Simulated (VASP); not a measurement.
# GW on NaCl: a test of the settings

Aim: test the GW correction to the gap of NaCl. The starting structure is a measured crystal structure from the Crystallography Open Database. Cell and atoms stay as given.

Calculated with VASP 6.6.1; GW on LDA orbitals, with plane waves and PAW data sets made for GW.

The database entry behind the starting cell differs from later determinations by our own check (about 0.6 % short), so it need not match the best structure at ambient conditions.

## (1) The starting structure

Symmetry: Fm-3m, No. 225, cubic system. The conventional cell has a = 5.604 Å, b = 5.604 Å, c = 5.604 Å, α = 90.00°, β = 90.00°, γ = 90.00°. Nearest to Cl lie 6 Na at 2.80 Å. Na has 6 Cl at 2.80 Å nearest. Farther neighbours and most contacts between anions are not listed.

As a file:

```cif
data_structure
_symmetry_space_group_name_H-M 'P 1'
_symmetry_Int_Tables_number 1
_cell_length_a 3.9623
_cell_length_b 3.9623
_cell_length_c 3.9623
_cell_angle_alpha 60.000
_cell_angle_beta 60.000
_cell_angle_gamma 60.000
_cell_volume 43.99
loop_
_atom_site_label
_atom_site_type_symbol
_atom_site_fract_x
_atom_site_fract_y
_atom_site_fract_z
_atom_site_occupancy
Cl1 Cl 0.50000 0.50000 0.50000 1
Na2 Na 0.00000 0.00000 0.00000 1
```

## (2) G0W0 (response cutoff 100 eV, 4×4×4 mesh)

It reads the orbitals and their derivatives (WAVECAR and WAVEDER) of a run with the empty bands, which follows a ground-state run; neither is shown.

INCAR

```
SYSTEM = NaCl
PREC = Accurate
ENCUT = 400
ISMEAR = 0
SIGMA = 0.01
LREAL = .FALSE.
GGA = CA
NBANDS = 100
ALGO = EVGW0
NELMGW = 1
ENCUTGW = 100
NOMEGA = 40
PRECFOCK = Fast
NBANDSGW = 16
LWAVE = .FALSE.
LCHARG = .FALSE.
```

POSCAR

```
NaCl
1.0
    0.0000000000      2.8017500000      2.8017500000
    2.8017500000      0.0000000000      2.8017500000
    2.8017500000      2.8017500000      0.0000000000
Cl Na
1 1
Direct
    0.5000000000      0.5000000000      0.5000000000
    0.0000000000      0.0000000000      0.0000000000
```

KPOINTS

```
Automatic mesh
0
Gamma
4 4 4
0 0 0
```

Potentials, in the order of the species: Cl_GW and Na_sv_GW (LDA family, release 64).

Started as:

```sh
> mpirun -np 4 vasp_std
```

The log of the run:

```text
[banner, memory and clock lines left out]
running    4 mpi-ranks, on    1 nodes
 distrk:  each k-point on    4 cores,    1 groups
 distr:  one band on    1 cores,    4 groups

 POSCAR found type information on POSCAR ClNa
 POSCAR found :  2 types and       2 ions
|                                                                             |
|           W    W    AA    RRRRR   N    N  II  N    N   GGGG   !!!           |
|           W    W   A  A   R    R  NN   N  II  NN   N  G    G  !!!           |
|           W    W  A    A  R    R  N N  N  II  N N  N  G       !!!           |
|           W WW W  AAAAAA  RRRRR   N  N N  II  N  N N  G  GGG   !            |
|           WW  WW  A    A  R   R   N   NN  II  N   NN  G    G                |
|           W    W  A    A  R    R  N    N  II  N    N   GGGG   !!!           |
|                                                                             |
|     The default for ENCUTGWSOFT is different in this version of VASP.       |
|     please manually set ENCUTGWSOFT =100 in the INCAR file.                 |
|                                                                             |

 LDA part: xc-table for (Slater(with rela. corr.)+CA(PZ))
 , standard interpolation
 found WAVECAR, reading the header
 POSCAR, INCAR and KPOINTS ok, starting setup
 FFT: planning ... GRIDC
 FFT: planning ... GRID_SOFT
 FFT: planning ... GRID
 reading WAVECAR
 the WAVECAR file was read successfully
 initial charge from wavefunction
 available memory per node:    131.90 GB, setting MAXMEM to    135063

 The Fermi energy was updated, please check that it is located mid-gap
 values below the HOMO (VB) or above the LUMO (CB) will cause erroneous energies
 E-fermi :   1.3675

 calculate exact exchange contribution
 the WAVEDER file was read successfully
energies w=
    0.000    0.000    1.923    0.000    3.835    0.000    5.728    0.000
    7.594    0.000    9.427    0.000   11.223    0.000   12.982    0.000
   14.703    0.000   16.391    0.000   18.047    0.000   19.678    0.000
   21.290    0.000   22.890    0.000   24.485    0.000   26.083    0.000
   27.693    0.000   29.326    0.000   30.992    0.000   32.703    0.000
   34.473    0.000   36.317    0.000   38.254    0.000   40.304    0.000
   42.494    0.000   44.853    0.000   47.421    0.000   50.244    0.000
   53.382    0.000   56.915    0.000   60.944    0.000   65.608    0.000
   71.096    0.000   77.677    0.000   85.744    0.000   95.891    0.000
  109.067    0.000  126.875    0.000  152.267    0.000  191.317    0.000
 responsefunction array rank=     116
 LDA part: xc-table for (Slater(with rela. corr.)+CA(PZ))
 , standard interpolation

 min. memory requirement per mpi rank     95.7 MB, per node    382.8 MB

 allocating  10 responsefunctions rank=   116
 shmem allocating  40 responsefunctions rank=   116
 response function shared by NCSHMEM nodes    1
 Doing           10  frequencies on each core in blocks of           40
NQ=   1    0.0000    0.0000    0.0000,
|.........|.........|.........|.........|.........|.........|.........|.........
 performed        119000 updates of chi_q(r,r)
 total number of BLAS operations         12.24 Gflops
NQ=   2    0.2500    0.0000    0.0000,
|.........|.........|.........|.........|.........|.........|.........|.........
 performed        354000 updates of chi_q(r,r)
 total number of BLAS operations         30.29 Gflops
NQ=   3    0.5000    0.0000    0.0000,
|.........|.........|.........|.........|.........|.........|.........|.........
 performed        531000 updates of chi_q(r,r)
 total number of BLAS operations         46.85 Gflops
NQ=   4    0.2500    0.2500    0.0000,
|.........|.........|.........|.........|.........|.........|.........|.........
 performed        743000 updates of chi_q(r,r)
 total number of BLAS operations         64.20 Gflops
NQ=   5    0.5000    0.2500    0.0000,
|.........|.........|.........|.........|.........|.........|.........|.........
 performed       1029000 updates of chi_q(r,r)
 total number of BLAS operations         87.10 Gflops
NQ=   6   -0.2500    0.2500    0.0000,
|.........|.........|.........|.........|.........|.........|.........|.........
 performed       1283000 updates of chi_q(r,r)
 total number of BLAS operations        106.23 Gflops
NQ=   7    0.5000    0.5000    0.0000,
|.........|.........|.........|.........|.........|.........|.........|.........
 performed       1447000 updates of chi_q(r,r)
 total number of BLAS operations        117.38 Gflops
NQ=   8   -0.2500    0.5000    0.2500,
|.........|.........|.........|.........|.........|.........|.........|.........
 performed       1662000 updates of chi_q(r,r)
 total number of BLAS operations        134.64 Gflops
 resolving degeneracies of screened two electron integrals

 calculate QP shifts <psi_nk| G(iteration)W_0 |psi_nk>: iteration 1
 entering main loop
```

The job ended after 16 s (4 MPI ranks of Intel Xeon Platinum 8488C (Sapphire Rapids), shared host; peak memory 0.6 GiB; 48 s of CPU time).

Lines that name or quote the potential files are left out of all logs, and their timing lines are given in words.

From OUTCAR (step 2):

```text
ion  position               nearest neighbor table
   1  0.500  0.500  0.500-
   2  0.000  0.000  0.000-

  LATTYP: Found a face centered cubic cell.
 ALAT       =     5.6035000000

 Subroutine GETGRP returns: Found 48 space group operations
 (whereof 48 operations were pure point group operations)

The static configuration has the point symmetry O_h .

 Found      8 irreducible k-points:

   k-points           NKPTS =      8   k-points in BZ     NKDIM =     64   number of bands    NBANDS=    100

   dimension x,y,z NGX =    28 NGY =   28 NGZ =   28
   dimension x,y,z NGXF=    56 NGYF=   56 NGZF=   56

   ENCUT  =  400.0 eV  29.40 Ry    5.42 a.u.   6.46  6.46  6.46*2*pi/ulx,y,z

   NELECT =      16.0000    total number of electrons

  energy-cutoff  :      400.00
  volume of cell :       43.99
      direct lattice vectors                 reciprocal lattice vectors
     0.000000000  2.801750000  2.801750000    -0.178459891  0.178459891  0.178459891
     2.801750000  0.000000000  2.801750000     0.178459891 -0.178459891  0.178459891
     2.801750000  2.801750000  0.000000000     0.178459891  0.178459891 -0.178459891

 k-points in reciprocal lattice and weights: Automatic mesh
   0.00000000  0.00000000  0.00000000       0.016
   0.25000000  0.00000000  0.00000000       0.125
   0.50000000  0.00000000  0.00000000       0.062
   0.25000000  0.25000000  0.00000000       0.094
   0.50000000  0.25000000  0.00000000       0.375
  -0.25000000  0.25000000  0.00000000       0.188
   0.50000000  0.50000000  0.00000000       0.047
  -0.25000000  0.50000000  0.25000000       0.094

 E-fermi :   1.3675

 QP shifts <psi_nk| G(iteration)W_0 |psi_nk>: iteration 1
 for sc-GW calculations column KS-energies equals QP-energies in previous step
 and V_xc(KS)=  KS-energies - (<T + V_ion + V_H > + <T+V_H+V_ion>^1  + <V_x>^1)
 k-point   1 :       0.0000    0.0000    0.0000
  band No.  KS-energies  QP-energies   sigma(KS)   V_xc(KS)     V^pw_x(r,r')   Z            occupation Imag(sigma)
    ...
      5     -13.6461     -15.0884     -16.8508     -14.8429     -24.1273       0.7183       2.0000       1.7934
      6      -1.0211      -2.6511     -16.6309     -14.5787     -18.8157       0.7943       2.0000       0.2441
      7      -1.0211      -2.6511     -16.6309     -14.5787     -18.8157       0.7943       2.0000       0.2441
      8      -1.0211      -2.6511     -16.6309     -14.5787     -18.8157       0.7943       2.0000       0.2441
      9       3.7561       5.1184      -7.2550      -8.8669      -4.2470       0.8451       0.0000      -0.1914
     10       9.7495      11.3624      -6.8139      -8.7420      -3.4851       0.8365       0.0000      -0.2495
     11       9.7495      11.3624      -6.8139      -8.7420      -3.4851       0.8365       0.0000      -0.2495
     12       9.7495      11.3624      -6.8139      -8.7420      -3.4851       0.8365       0.0000      -0.2495
    ...

 k-point   2 :       0.2500    0.0000    0.0000
  band No.  KS-energies  QP-energies   sigma(KS)   V_xc(KS)     V^pw_x(r,r')   Z            occupation Imag(sigma)
    ...
      5     -13.4651     -14.8954     -17.0734     -15.0819     -24.3197       0.7182       2.0000       1.7374
      6      -2.2165      -3.9538     -15.3204     -13.1213     -17.5467       0.7900       2.0000       0.2828
      7      -1.1686      -2.8246     -16.4759     -14.3918     -18.6759       0.7946       2.0000       0.2487
      8      -1.1686      -2.8246     -16.4759     -14.3918     -18.6759       0.7946       2.0000       0.2487
      9       5.2631       6.6789      -7.7515      -9.4455      -4.6971       0.8358       0.0000      -0.2061
     10       8.6716      10.1884      -7.1455      -8.9713      -3.8393       0.8308       0.0000      -0.2574
     11      10.0337      11.7399      -7.3091      -9.3606      -3.9319       0.8317       0.0000      -0.2598
     12      10.0337      11.7399      -7.3091      -9.3606      -3.9319       0.8317       0.0000      -0.2598
    ...

 k-point   3 :       0.5000    0.0000    0.0000
  band No.  KS-energies  QP-energies   sigma(KS)   V_xc(KS)     V^pw_x(r,r')   Z            occupation Imag(sigma)
    ...
      5     -13.2722     -14.6940     -17.3181     -15.3482     -24.5357       0.7217       2.0000       1.6793
      6      -3.1014      -4.9664     -14.7417     -12.3690     -17.1228       0.7860       2.0000       0.3306
      7      -1.3066      -2.9847     -16.3442     -14.2284     -18.5631       0.7931       2.0000       0.2536
      8      -1.3066      -2.9847     -16.3442     -14.2284     -18.5631       0.7931       2.0000       0.2536
      9       5.8853       7.2418      -6.7877      -8.3960      -3.7552       0.8434       0.0000      -0.2068
     10       9.4087      11.1723      -8.9343     -11.1093      -5.2867       0.8109       0.0000      -0.3332
     11       9.6062      11.3591      -7.6130      -9.7151      -4.2901       0.8339       0.0000      -0.2499
     12       9.6062      11.3591      -7.6130      -9.7151      -4.2901       0.8339       0.0000      -0.2499
    ...

 k-point   4 :       0.2500    0.2500    0.0000
  band No.  KS-energies  QP-energies   sigma(KS)   V_xc(KS)     V^pw_x(r,r')   Z            occupation Imag(sigma)
    ...
      5     -13.4219     -14.8448     -17.0912     -15.1124     -24.3332       0.7191       2.0000       1.7264
      6      -2.1822      -3.9211     -15.3384     -13.1393     -17.5660       0.7907       2.0000       0.2816
      7      -1.3643      -3.0435     -16.3379     -14.2157     -18.5590       0.7913       2.0000       0.2545
      8      -1.3643      -3.0435     -16.3379     -14.2157     -18.5590       0.7913       2.0000       0.2545
      9       5.7913       7.2972      -8.1253      -9.9316      -5.0062       0.8337       0.0000      -0.2148
     10       7.7230       9.1062      -6.1745      -7.8165      -3.0344       0.8424       0.0000      -0.2231
     11       9.4976      11.2372      -7.6928      -9.7847      -4.2897       0.8316       0.0000      -0.2676
     12      11.1174      12.8302      -7.5042      -9.5820      -3.9320       0.8243       0.0000      -0.3125
    ...

[... 4 further parts left out ...]
```

G0W0 (response cutoff 100 eV, 4×4×4 mesh): the quasiparticle gap on this mesh is 7.770 eV, +2.992 eV from the LDA gap on the same points, with 100 bands.

## (3) G0W0 (response cutoff 160 eV, 4×4×4 mesh)

It reads the orbitals and their derivatives (WAVECAR and WAVEDER) of a run with the empty bands, which follows a ground-state run; neither is shown.

INCAR: that of step 2 with these lines changed.

```diff
@@ -7,6 +7,6 @@
 GGA = CA
-NBANDS = 100
+NBANDS = 204
 ALGO = EVGW0
 NELMGW = 1
-ENCUTGW = 100
+ENCUTGW = 160
 NOMEGA = 40
```

POSCAR is that of step 2.

KPOINTS is that of step 2.

Started as:

```sh
> mpirun -np 4 vasp_std
```

The log of the run:

```text
[banner, memory and clock lines left out]
running    4 mpi-ranks, on    1 nodes
[...]
|                                                                             |
|           W    W    AA    RRRRR   N    N  II  N    N   GGGG   !!!           |
|           W    W   A  A   R    R  NN   N  II  NN   N  G    G  !!!           |
|           W    W  A    A  R    R  N N  N  II  N N  N  G       !!!           |
|           W WW W  AAAAAA  RRRRR   N  N N  II  N  N N  G  GGG   !            |
|           WW  WW  A    A  R   R   N   NN  II  N   NN  G    G                |
|           W    W  A    A  R    R  N    N  II  N    N   GGGG   !!!           |
|                                                                             |
|     The default for ENCUTGWSOFT is different in this version of VASP.       |
|     please manually set ENCUTGWSOFT =160 in the INCAR file.                 |
|                                                                             |

 LDA part: xc-table for (Slater(with rela. corr.)+CA(PZ))
[...]
total number of BLAS operations        351.56 Gflops
NQ=   4    0.2500    0.2500    0.0000,
|.........|.........|.........|.........|.........|.........|.........|.........
 performed       1551000 updates of chi_q(r,r)
 total number of BLAS operations        495.92 Gflops
NQ=   5    0.5000    0.2500    0.0000,
|.........|.........|.........|.........|.........|.........|.........|.........
 performed       2143000 updates of chi_q(r,r)
 total number of BLAS operations        693.14 Gflops
NQ=   6   -0.2500    0.2500    0.0000,
|.........|.........|.........|.........|.........|.........|.........|.........
 performed       2670000 updates of chi_q(r,r)
 total number of BLAS operations        855.14 Gflops
NQ=   7    0.5000    0.5000    0.0000,
|.........|.........|.........|.........|.........|.........|.........|.........
 performed       3014000 updates of chi_q(r,r)
 total number of BLAS operations        972.03 Gflops
NQ=   8   -0.2500    0.5000    0.2500,
|.........|.........|.........|.........|.........|.........|.........|.........
 performed       3462000 updates of chi_q(r,r)
 total number of BLAS operations       1127.35 Gflops
 resolving degeneracies of screened two electron integrals

 calculate QP shifts <psi_nk| G(iteration)W_0 |psi_nk>: iteration 1
 entering main loop
[key lines of the parts left out:]
E-fermi :   1.3675
```

It took 31 s on 4 MPI ranks; peak memory 0.85 GiB; 1.8 min of CPU time.

Parts of OUTCAR (step 3):

```text
 QP shifts <psi_nk| G(iteration)W_0 |psi_nk>: iteration 1
 for sc-GW calculations column KS-energies equals QP-energies in previous step
 and V_xc(KS)=  KS-energies - (<T + V_ion + V_H > + <T+V_H+V_ion>^1  + <V_x>^1)
 k-point   1 :       0.0000    0.0000    0.0000
  band No.  KS-energies  QP-energies   sigma(KS)   V_xc(KS)     V^pw_x(r,r')   Z            occupation Imag(sigma)
    ...
      5     -13.6461     -15.3284     -17.1942     -14.8429     -24.1273       0.7155       2.0000       1.7893
      6      -1.0211      -2.8851     -16.9332     -14.5787     -18.8157       0.7917       2.0000       0.2392
      7      -1.0211      -2.8851     -16.9332     -14.5787     -18.8157       0.7917       2.0000       0.2392
      8      -1.0211      -2.8851     -16.9332     -14.5787     -18.8157       0.7917       2.0000       0.2392
      9       3.7561       5.0413      -7.3453      -8.8669      -4.2470       0.8446       0.0000      -0.1930
     10       9.7495      11.2658      -6.9285      -8.7420      -3.4851       0.8361       0.0000      -0.2519
     11       9.7495      11.2658      -6.9285      -8.7420      -3.4851       0.8361       0.0000      -0.2519
     12       9.7495      11.2658      -6.9285      -8.7420      -3.4851       0.8361       0.0000      -0.2519
    ...

[... 1 part as in an earlier step ...]

[... 2 further parts left out ...]
[key lines of the parts left out:]
E-fermi :   1.3675
```

G0W0 (response cutoff 160 eV, 4×4×4 mesh): the quasiparticle gap on this mesh is 7.926 eV, +3.149 eV from the LDA gap on the same points, with 204 bands.

[end of part 1 of 2]

[Lines on the potential files, build, host, timing and source positions are cut from VASP's logs without a mark.]

[Logs are printed without paths, hosts, clocks, repeated set-up lines and the standing remarks that a program may print on its own settings, such as how far it seeks lower states.]

[Hosts, paths, dates, database ids (printed as entryN), source tags and the programs' standing remarks are cut or masked in the printed files.]
